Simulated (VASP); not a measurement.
Calculation: PBE GGA, VASP's PBE PAW potentials (set 64) (plane waves; VASP).

Input for VASP

INCAR:
```
# general
SYSTEM  = HgTe
PREC    = Accurate
ENCUT   = 400   # plane-wave cut-off (eV)
LREAL   = .FALSE.
LASPH   = .TRUE.

# electronic loop
EDIFF   = 1E-6   # SCF stop (eV)
NELM    = 100   # most electronic steps
ALGO    = Conjugate
LMAXMIX = 6   # l cut-off of mixed one-centre charges

# smearing
ISMEAR  = 0
SIGMA   = 0.05   # width (eV)

# functional
GGA     = PE   # PBE

# ions
ISIF    = 2   # forces and stress, cell fixed

# output
LWAVE   = .FALSE.
LCHARG  = .FALSE.
```

KPOINTS:
```
kpoints
0
gamma
 7 7 7
0 0 0
```

POSCAR:
```
HgTe
1
    0.0000000000     3.1888760000     3.2642030000
    3.1683340000     0.0000000000     3.2642030000
    3.1683340000     3.1888760000     0.0000000000
Hg Te
1 1
Direct
  0.0000000000   0.0000000000   0.0000000000
  0.2416090000   0.2583910000   0.2583910000
```

POTCAR, in this order: Hg Te (PBE.64 set). Program: vasp_std.

Output

OUTCAR:
```
 ion  position               nearest neighbor table
   1  0.000  0.000  0.000-   2 2.75   2 2.75   2 2.81   2 2.81
   2  0.242  0.258  0.258-   1 2.75   1 2.75   1 2.81   1 2.81
  LATTYP: Found a face centered orthorhombic cell.
 ALAT       =     6.3366680000
 B/A-ratio  =     1.0064835336
 C/A-ratio  =     1.0302584892
 Subroutine PRICEL returns:
 Original cell was already a primitive cell.
 Subroutine GETGRP returns: Found  2 space group operations
The static configuration has the point symmetry C_2 .
The dynamic configuration has the point symmetry C_2 .
 Subroutine INISYM returns: Found  2 space group operations
 Subroutine IBZKPT returns following result:
 Found    100 irreducible k-points:

 Following reciprocal coordinates:
            Coordinates               Weight
  0.000000  0.000000  0.000000      1.000000
  0.142857 -0.000000  0.000000      4.000000
  0.000000  0.000000  0.142857      4.000000
  0.285714  0.000000 -0.000000      4.000000
  0.000000  0.000000  0.285714      4.000000
  0.428571 -0.000000 -0.000000      4.000000
  0.000000  0.000000  0.428571      4.000000
  0.142857  0.142857  0.000000      2.000000
  0.285714  0.142857 -0.000000      4.000000
 -0.142857 -0.142857  0.142857      4.000000
  0.428571  0.142857 -0.000000      4.000000
 -0.142857 -0.142857  0.285714      4.000000
 -0.428571  0.142857  0.000000      4.000000
 -0.142857 -0.142857  0.428571      4.000000
 -0.285714  0.142857  0.000000      4.000000
 -0.142857 -0.142857 -0.428571      4.000000
 -0.142857  0.142857  0.000000      4.000000
  0.285714  0.285714  0.000000      2.000000
  0.428571  0.285714 -0.000000      4.000000
 -0.285714 -0.285714  0.142857      4.000000
 -0.428571  0.285714  0.000000      4.000000
 -0.285714 -0.285714  0.285714      4.000000
...
```

OSZICAR:
```
       N       E                     dE             d eps       ncg     rms           ort
DAV:   1     0.932545288613E+02    0.93255E+02   -0.74037E+03  1300   0.101E+03
DAV:   2    -0.124818020796E+00   -0.93379E+02   -0.89118E+02  1300   0.245E+02
DAV:   3    -0.371273904886E+01   -0.35879E+01   -0.35756E+01  1300   0.501E+01
DAV:   4    -0.374781479998E+01   -0.35076E-01   -0.35070E-01  1300   0.453E+00
DAV:   5    -0.374792499836E+01   -0.11020E-03   -0.11020E-03  1300   0.223E-01
SDA:   6    -0.318656111401E+01    0.56136E+00   -0.11020E-03  1300   0.176E+01   0.000E+00
CGA:   7    -0.349002166753E+01   -0.30346E+00   -0.30408E+00  1300   0.861E-01   0.652E-02
CGA:   8    -0.352321199444E+01   -0.33190E-01   -0.33122E-01  1300   0.129E-01   0.405E-03
CGA:   9    -0.352874602837E+01   -0.55340E-02   -0.55193E-02  1300   0.221E-02   0.702E-04
CGA:  10    -0.352951472041E+01   -0.76869E-03   -0.76977E-03  1300   0.413E-03  -0.108E-04
CGA:  11    -0.352962931856E+01   -0.11460E-03   -0.11435E-03  1300   0.509E-04   0.813E-05
CGA:  12    -0.352964786072E+01   -0.18542E-04   -0.18557E-04  1300   0.692E-05  -0.134E-06
CGA:  13    -0.352965056954E+01   -0.27088E-05   -0.26479E-05  1300   0.103E-05   0.498E-06
SDA:  14    -0.352965092162E+01   -0.35208E-06   -0.33935E-06  1300   0.279E-06   0.388E-06
   1 F= -.35296509E+01 E0= -.35295742E+01  d E =-.153537E-03
```

### OUTCAR
```
------------------------ aborting loop because EDIFF is reached ----------------------------------------
  FORCE on cell =-STRESS in cart. coord.  units (eV):
  Direction    XX          YY          ZZ          XY          YZ          ZX
  --------------------------------------------------------------------------------------
  Total        2.1285087      2.1319851      2.0199461      0.0000000     -0.3842041      0.0000000
  in kB       51.7023474     51.7867913     49.0653190      0.0000000     -9.3324750      0.0000000
  external PRESSURE =      50.8514859 kB  Pullay stress =       0.0000000 kB
  volume of cell :       65.96
      direct lattice vectors                 reciprocal lattice vectors
     0.000000000  3.188876000  3.264203000    -0.157811645  0.156795059  0.153176748
     3.168334000  0.000000000  3.264203000     0.157811645 -0.156795059  0.153176748
     3.168334000  3.188876000  0.000000000     0.157811645  0.156795059 -0.153176748
 POSITION                                       TOTAL-FORCE (eV/Angst)
 -----------------------------------------------------------------------------------
      0.00000      0.00000      0.00000         0.231080      0.000000      0.000000
      1.63734      1.59444      1.63210        -0.231080      0.000000      0.000000
 -----------------------------------------------------------------------------------
    total drift:                               -0.000225      0.000000     -0.000000
  FREE ENERGIE OF THE ION-ELECTRON SYSTEM (eV)
  ---------------------------------------------------
  free  energy   TOTEN  =        -3.5296509216 eV

  energy  without entropy=       -3.5294973850  energy(sigma->0) =       -3.52957415
```
(Selected blocks of OUTCAR.)

The compound is HgTe in the zinc blende structure. The cell was not relaxed at this level, atoms are displaced from their ideal sites. The run is one of a series of settings (ALGO = Conjugate against the base run), some of them coarse on purpose.
